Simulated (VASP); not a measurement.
# Driving VASP from ASE on LaB2Rh3, part 3 of 3

Do ASE scripts that read LaB2Rh3 from different structure formats give one answer, and do several routes find one equilibrium volume? All runs use LDA. Left out of this account: 1 further run (self-consistent run: a reference on another mesh). The start is a cell from a database of measured crystal structures.

VASP 6.6.1; LDA; plane waves and PAW (La, B, Rh_pv).

So far. Step 4 (Relaxing cell and atoms (LDA, through ASE)): It ends with forces that vanish by symmetry and a pressure of -0.01 GPa. Step 5 (Equation of state by an ASE loop (LDA)): The fitted volume lies +0.13 % from the relaxed one.

**6. BFGS in ASE (LDA)**

Here ASE drives the relaxation and calls VASP for forces and stress at each step.

File run.py:

```python
import numpy as np
from ase.calculators.vasp import Vasp
from ase import Atoms
from ase.optimize import BFGS
from ase.filters import FrechetCellFilter

atoms = Atoms(['La', 'B', 'B', 'Rh', 'Rh', 'Rh'],
              cell=[[5.483, 0.0, 0.0], [-2.7415, 4.74841729, 0.0], [0.0, 0.0, 3.141]],
              scaled_positions=[[0.0, 0.0, 0.0], [0.33333333, 0.66666667, 0.0], [0.66666667, 0.33333333, 0.0], [0.5, 0.0, 0.5], [0.5, 0.5, 0.5], [0.0, 0.5, 0.5]],
              pbc=True)

calc = Vasp(
    xc='lda',
    pp='LDA',
    prec='Accurate',
    encut=420,
    ediff=1e-06,
    nelm=100,
    ismear=-1,
    sigma=0.05,
    lreal=False,
    algo='Normal',
    nbands=38,
    lasph=True,
    lorbit=11,
    lwave=False,
    lcharg=False,
    kpar=4,
    isif=2,
    pp_version='64',
    setups={'La': '', 'B': '', 'Rh': '_pv'},
    kpts=(7, 7, 10),
    gamma=True,
    txt='vasp.out',
)
atoms.calc = calc

BFGS(FrechetCellFilter(atoms)).run(fmax=0.02, steps=30)
print("cell (A, degrees):", np.round(atoms.cell.cellpar(), 4))
print("volume (A^3):", round(atoms.get_volume(), 4))
print("energy (eV):", round(atoms.get_potential_energy(), 6))
print("Fermi level (eV):", round(calc.get_fermi_level(), 4))
print("forces (eV/A):")
print(np.round(atoms.get_forces(), 4))
print("stress (GPa, Voigt, tension positive):", np.round(atoms.get_stress() * 160.21766, 3))
```

Potentials, in the order of the species: La, B and Rh_pv (LDA family, release 64).

Command:

```
$ export ASE_VASP_COMMAND="mpirun -np 4 vasp_std"
$ python run.py
```

What it wrote:

```text
Step     Time          Energy          fmax
BFGS:    0 --:--:--      -50.692347        0.752774
BFGS:    1 --:--:--      -50.713062        0.658703
BFGS:    2 --:--:--      -50.774002        0.042004
BFGS:    3 --:--:--      -50.774614        0.016050
cell (A, degrees): [  5.4079   5.4079   3.1004  90.      90.     120.    ]
volume (A^3): 78.5243
energy (eV): -50.765325
Fermi level (eV): 11.3683
forces (eV/A):
[[-0.  0.  0.]
 [ 0. -0.  0.]
 [-0.  0. -0.]
 [-0.  0.  0.]
 [-0.  0.  0.]
 [-0.  0.  0.]]
stress (GPa, Voigt, tension positive): [-0.056 -0.056  0.196 -0.    -0.    -0.   ]
```

Run time: 67 s. Hardware: 4 MPI ranks of Intel Xeon 6975P-C (Granite Rapids), shared host; peak memory 0.9 GiB; 3.4 min of CPU time.

ASE turned this into the INCAR:

```
ENCUT = 420.000000
SIGMA = 0.050000
EDIFF = 1.00e-06
ALGO = Normal
PREC = Accurate
ISIF = 2
ISMEAR = -1
KPAR = 4
LORBIT = 11
NBANDS = 38
NELM = 100
LASPH = .TRUE.
LCHARG = .FALSE.
LWAVE = .FALSE.
LREAL = .FALSE.
```

The KPOINTS that ASE wrote:

```
KPOINTS created by Atomic Simulation Environment
0
Gamma
7 7 10
0 0 0
```

VASP's own log, vasp.out (the last of its runs):

```text
[... set-up lines as in an earlier step ...]
 entering main loop
       N       E                     dE             d eps       ncg     rms          rms(c)
DAV:   1     0.582049199598E+03    0.58205E+03   -0.29370E+04  5064   0.212E+03
DAV:   2     0.243357838921E+02   -0.55771E+03   -0.52861E+03  3780   0.496E+02
DAV:   3    -0.484630737671E+02   -0.72799E+02   -0.67155E+02  5086   0.147E+02
DAV:   4    -0.552213049104E+02   -0.67582E+01   -0.63666E+01  6700   0.449E+01
DAV:   5    -0.555243170540E+02   -0.30301E+00   -0.29376E+00  5426   0.729E+00    0.281E+01
DAV:   6    -0.541075132978E+02    0.14168E+01   -0.85006E+01  5400   0.603E+01    0.132E+01
DAV:   7    -0.509013160029E+02    0.32062E+01   -0.20019E+01  5680   0.334E+01    0.550E+00
DAV:   8    -0.508447648171E+02    0.56551E-01   -0.27541E+00  5940   0.895E+00    0.320E+00
DAV:   9    -0.507770986031E+02    0.67666E-01   -0.35012E-01  5768   0.417E+00    0.873E-01
DAV:  10    -0.507748079566E+02    0.22906E-02   -0.17979E-02  5736   0.746E-01    0.165E-01
DAV:  11    -0.507746050357E+02    0.20292E-03   -0.18447E-03  5722   0.305E-01    0.544E-02
DAV:  12    -0.507746259369E+02   -0.20901E-04   -0.21093E-04  6384   0.124E-01    0.177E-02
DAV:  13    -0.507746137603E+02    0.12177E-04   -0.61803E-05  5116   0.538E-02    0.682E-03
DAV:  14    -0.507746135317E+02    0.22862E-06   -0.46926E-06  4250   0.107E-02
   1 F= -.50774614E+02 E0= -.50765325E+02  d E =-.185773E-01
```

From OUTCAR (step 6):

```text
   ENCUT  =  420.0 eV  30.87 Ry    5.56 a.u.   9.04  9.04  5.18*2*pi/ulx,y,z

   NELECT =      62.0000    total number of electrons

 E-fermi :  11.3683

 k-point     1 :       0.0000    0.0000    0.0000
  band No.  band energies     occupation
    ...
     27      10.1489      2.00000
     28      10.1489      2.00000
     29      10.4151      2.00000
     30      11.4106      0.60026
     31      11.4106      0.60026
     32      11.9278      0.00003
     33      12.0284      0.00000
     34      12.5044      0.00000
     35      13.4424      0.00000
     36      13.4424      0.00000
    ...

  Total        0.0274819      0.0274819     -0.0963020      0.0000000      0.0000000      0.0000000
  in kB        0.5607290      0.5607290     -1.9649074      0.0000000      0.0000000      0.0000000
  external PRESSURE =      -0.2811498 kB  Pullay stress =       0.0000000 kB

 POSITION                                       TOTAL-FORCE (eV/Angst)
 -----------------------------------------------------------------------------------
      0.00000      0.00000      0.00000        -0.000000      0.000000      0.000000
     -0.00000      3.12224      0.00000         0.000000     -0.000000      0.000000
      2.70394      1.56112      0.00000        -0.000000      0.000000     -0.000000
      2.70394      0.00000      1.55021        -0.000000      0.000000      0.000000
      1.35197      2.34168      1.55021        -0.000000      0.000000      0.000000
     -1.35197      2.34168      1.55021        -0.000000      0.000000      0.000000
 -----------------------------------------------------------------------------------
    total drift:                                0.000000      0.000000      0.000000

  FREE ENERGIE OF THE ION-ELECTRON SYSTEM (eV)
  ---------------------------------------------------
  free  energy   TOTEN  =       -50.7746135317 eV

  energy  without entropy=      -50.7560362026  energy(sigma->0) =      -50.76532487

[... 3 parts as in an earlier step ...]

[... 13 further parts left out ...]
```

This step gave:

| Property | Result |
| --- | --- |
| optimizer steps | 3 |
| volume after bfgs | 13.09 Å³/atom |

**7. The runs together**

| run | atoms | mesh | energy (eV/atom) | pressure (GPa) |
| --- | --- | --- | --- | --- |
| ASE, structure typed into the script | 6 | 7×7×10 | -8.44713 | -8.660 |
| ASE, structure read from a CIF with its space group | 6 | 5×5×7 | -8.44028 | -8.528 |

**8. Self-consistent run (LDA, through ASE), changed input**

A single point gives energy, forces and stress at these settings. Some settings are moved from the usual, to see what they do.

run.py, as its differences from that of step 6:

```diff
@@ -3,4 +3,3 @@
 from ase import Atoms
-from ase.optimize import BFGS
-from ase.filters import FrechetCellFilter
+from ase.dft.bandgap import bandgap
 
@@ -22,3 +21,3 @@
     algo='Normal',
-    nbands=38,
+    nbands=35,
     lasph=True,
@@ -29,5 +28,6 @@
     isif=2,
+    nelect=61.98,
     pp_version='64',
     setups={'La': '', 'B': '', 'Rh': '_pv'},
-    kpts=(7, 7, 10),
+    kpts=(6, 6, 8),
     gamma=True,
@@ -37,5 +37,2 @@
 
-BFGS(FrechetCellFilter(atoms)).run(fmax=0.02, steps=30)
-print("cell (A, degrees):", np.round(atoms.cell.cellpar(), 4))
-print("volume (A^3):", round(atoms.get_volume(), 4))
 print("energy (eV):", round(atoms.get_potential_energy(), 6))
@@ -45 +42,3 @@
 print("stress (GPa, Voigt, tension positive):", np.round(atoms.get_stress() * 160.21766, 3))
+gap, p1, p2 = bandgap(calc, direct=False)
+print("gap on the mesh (eV):", round(gap, 4))
```

What it wrote:

```text
energy (eV): -50.892717
Fermi level (eV): 10.745
forces (eV/A):
[[ 0.  0. -0.]
 [-0.  0. -0.]
 [ 0. -0.  0.]
 [ 0.  0. -0.]
 [ 0.  0. -0.]
 [ 0.  0. -0.]]
stress (GPa, Voigt, tension positive): [ 9.403  9.403  8.967 -0.    -0.    -0.   ]
gap on the mesh (eV): 0.0
```

Elapsed: 14 s, on 4 MPI ranks; peak memory 0.83 GiB.

The INCAR that ASE wrote:

```
ENCUT = 420.000000
NELECT = 61.980000
SIGMA = 0.050000
EDIFF = 1.00e-06
ALGO = Normal
PREC = Accurate
ISIF = 2
ISMEAR = -1
KPAR = 4
LORBIT = 11
NBANDS = 35
NELM = 100
LASPH = .TRUE.
LCHARG = .FALSE.
LWAVE = .FALSE.
LREAL = .FALSE.
```

The KPOINTS that ASE wrote:

```
KPOINTS created by Atomic Simulation Environment
0
Gamma
6 6 8
0 0 0
```

vasp.out:

```text
[... set-up lines as in an earlier step ...]
 entering main loop
       N       E                     dE             d eps       ncg     rms          rms(c)
DAV:   1     0.594790669021E+03    0.59479E+03   -0.29251E+04  3354   0.223E+03
DAV:   2     0.425183447448E+02   -0.55227E+03   -0.53633E+03  2517   0.521E+02
DAV:   3    -0.424204766930E+02   -0.84939E+02   -0.81351E+02  3571   0.164E+02
DAV:   4    -0.545470366244E+02   -0.12127E+02   -0.11590E+02  4554   0.598E+01
DAV:   5    -0.553575645358E+02   -0.81053E+00   -0.75900E+00  3700   0.107E+01BRMIX: very serious problems
 the old and the new charge density differ
 old charge density:    62.00000 new   61.98000
BRMIX: very serious problems
 the old and the new charge density differ
 old charge density:    62.00000 new   61.98000
BRMIX: very serious problems
 the old and the new charge density differ
 old charge density:    62.00000 new   61.98000
BRMIX: very serious problems
 the old and the new charge density differ
 old charge density:    62.00000 new   61.98000
    0.258E+01
DAV:   6    -0.540597276761E+02    0.12978E+01   -0.10093E+02  3756   0.628E+01    0.126E+01
DAV:   7    -0.510302658866E+02    0.30295E+01   -0.21955E+01  3907   0.356E+01    0.500E+00
DAV:   8    -0.509702552565E+02    0.60011E-01   -0.26910E+00  4049   0.966E+00    0.283E+00
DAV:   9    -0.509078730382E+02    0.62382E-01   -0.39084E-01  3865   0.432E+00    0.829E-01
DAV:  10    -0.509056146574E+02    0.22584E-02   -0.19404E-02  4001   0.859E-01    0.189E-01
DAV:  11    -0.509053923028E+02    0.22235E-03   -0.15921E-03  3713   0.271E-01    0.608E-02
DAV:  12    -0.509054026045E+02   -0.10302E-04   -0.52227E-04  4225   0.180E-01    0.206E-02
DAV:  13    -0.509053840169E+02    0.18588E-04   -0.11519E-04  3305   0.675E-02    0.666E-03
DAV:  14    -0.509053837458E+02    0.27109E-06   -0.67531E-06  2957   0.134E-02
   1 F= -.50905384E+02 E0= -.50892717E+02  d E =-.253336E-01
```

OUTCAR, selected parts (step 8):

```text
NELECT = 61.980000

 ion  position               nearest neighbor table
   1  0.000  0.000  0.000-   4 3.16   4 3.16   4 3.16   4 3.16   5 3.16   6 3.16   6 3.16   6 3.16
                             6 3.16   5 3.16   5 3.16   5 3.16
   2  0.333  0.667  0.000-   6 2.23   6 2.23   4 2.23   4 2.23   5 2.23   5 2.23
   3  0.667  0.333  0.000-   6 2.23   6 2.23   4 2.23   4 2.23   5 2.23   5 2.23
   4  0.500  0.000  0.500-   2 2.23   3 2.23   2 2.23   3 2.23   5 2.74   6 2.74   5 2.74   6 2.74
                             1 3.16   1 3.16   1 3.16   1 3.16
   5  0.500  0.500  0.500-   2 2.23   3 2.23   2 2.23   3 2.23   6 2.74   6 2.74   4 2.74   4 2.74
                             1 3.16   1 3.16   1 3.16   1 3.16
   6  0.000  0.500  0.500-   2 2.23   3 2.23   2 2.23   3 2.23   5 2.74   5 2.74   4 2.74   4 2.74
                             1 3.16   1 3.16   1 3.16   1 3.16

   k-points           NKPTS =     35   k-points in BZ     NKDIM =     35   number of bands    NBANDS=     35

 E-fermi :  10.7450

 k-point     1 :       0.0000    0.0000    0.0000
  band No.  band energies     occupation
    ...
     27       9.5856      2.00000
     28       9.5856      2.00000
     29       9.8434      2.00000
     30      10.7736      0.72182
     31      10.7736      0.72182
     32      11.2513      0.00008
     33      11.3852      0.00001
     34      11.9125      0.00000
     35      12.7519      0.00000

  Total       -4.7996365     -4.7996365     -4.5766800      0.0000000     -0.0000000      0.0000000
  in kB      -94.0337737    -94.0337738    -89.6656442      0.0000000     -0.0000000      0.0000000
  external PRESSURE =     -92.5777306 kB  Pullay stress =       0.0000000 kB

 POSITION                                       TOTAL-FORCE (eV/Angst)
 -----------------------------------------------------------------------------------
      0.00000      0.00000      0.00000         0.000000      0.000000     -0.000000
     -0.00000      3.16561      0.00000        -0.000000      0.000000     -0.000000
      2.74150      1.58281      0.00000         0.000000     -0.000000      0.000000
      2.74150      0.00000      1.57050         0.000000      0.000000     -0.000000
      1.37075      2.37421      1.57050         0.000000      0.000000     -0.000000
     -1.37075      2.37421      1.57050         0.000000      0.000000     -0.000000
 -----------------------------------------------------------------------------------
    total drift:                               -0.000000      0.000000     -0.000000

  FREE ENERGIE OF THE ION-ELECTRON SYSTEM (eV)
  ---------------------------------------------------
  free  energy   TOTEN  =       -50.9053837458 eV

  energy  without entropy=      -50.8800501090  energy(sigma->0) =      -50.89271693

[... 5 parts as in an earlier step ...]

[... 10 further parts left out ...]
```

The run converged; its settings lie outside those of the reference runs, so its numbers are set aside.

Settings moved from the usual: k-mesh = 6×6×8, NELECT = 61.98 and NBANDS = 35.

NELECT differs from the neutral count, so the cell is charged against a uniform background: another system, not a numerical setting. The mesh holds 35 irreducible points against 48.

**9. What came out**

- energy, ASE, structure typed into the script: -8.44713 eV/atom
- energy, ASE, structure read from a CIF with its space group: -8.44028 eV/atom
- volume from VASP's own relaxation: 13.09 Å³/atom
- volume from the fit of the ASE volume loop: 13.11 Å³/atom
- volume from BFGS in ASE: 13.09 Å³/atom

**Reading.** With the structure read from a CIF with its space group, ASE's run differs from the first script by +6.9 meV an atom, which comes from its other mesh. The routes to the equilibrium volume agree within 0.18 %. VASP's relaxation keeps the plane waves of its start, while ASE starts VASP afresh at each cell, and a loop at fixed shape can't relax anything but the volume.

[Lines on the potential files, build, host, timing and source positions are cut from VASP's logs without a mark.]

[Logs are printed without paths, hosts, clocks, repeated set-up lines and the standing remarks that a program may print on its own settings, such as how far it seeks lower states.]

[Hosts, paths, dates, database ids (printed as entryN), source tags and the programs' standing remarks are cut or masked in the printed files.]

[A measured line is paired with the nearest computed mode of its activity, which favours agreement.]
